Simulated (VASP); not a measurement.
An input for Ansatz (written as the equivalent of a VASP run, and not itself run):

Ansatz 0.2 input:
```yaml
crystal:
  lattice:
    - [0.0000000, 1.9891360, 1.9891360]
    - [1.9891360, 0.0000000, 1.9891360]
    - [1.9891360, 1.9891360, 0.0000000]
  atoms:
    - { symbol: Li, position: [0.0000000, 0.0000000, 0.0000000] }
    - { symbol: H, position: [0.5000000, 0.5000000, 0.5000000] }
kpoints:
  mp_grid: { grid: [7, 7, 7] }
hamiltonian:
  xc: pbe
  pseudopotentials: { kind: paw }
scf:
  occupations: { method: fermi_dirac, width: 0.02 }
  max_iter: 100
output: { forces: true, stress: true, eigenvalues: true }
```

Q: Write the VASP files for the same calculation (PBE).

A: This is not unique; one that fits is 
**KPOINTS**
```
Automatic mesh
0
Gamma
7 7 7
0 0 0
```

File POSCAR:
```
LiH
1.9891360
  0.0000000000   1.0000000000   1.0000000000
  1.0000000000   0.0000000000   1.0000000000
  1.0000000000   1.0000000000   0.0000000000
Li H
1 1
Cartesian
  0.0000000000   0.0000000000   0.0000000000
  1.0000000000   1.0000000000   1.0000000000
```

**INCAR**
```
SYSTEM=LiH
PREC=Accurate; ENCUT=400; LREAL=F
LASPH=T
EDIFF=1E-6; NELM=100; ALGO=Normal
ISMEAR=-1; SIGMA=0.02
GGA=PE
ISIF=2
LWAVE=F; LCHARG=F
```

POTCAR, in this order: Li_sv H (PBE.64 set). Program: vasp_std.

Limits of the translation: each code has its own PAW files, so the cut-off isn't converted (ENCUT is set for VASP's; basis.ecutwfc is left out, and Ansatz then takes the one that its files recommend); Ansatz stops its SCF on the density residual and VASP on the energy change (EDIFF).

The structure comes from a computed database's LiH entry; how it stands against other phases isn't given here. The cell was not relaxed at this level. The run is one of a series of settings (AEXX removed, HFRCUT removed, ISYM removed, LHFCALC removed, PRECFOCK removed against the base run), some of them coarse on purpose.
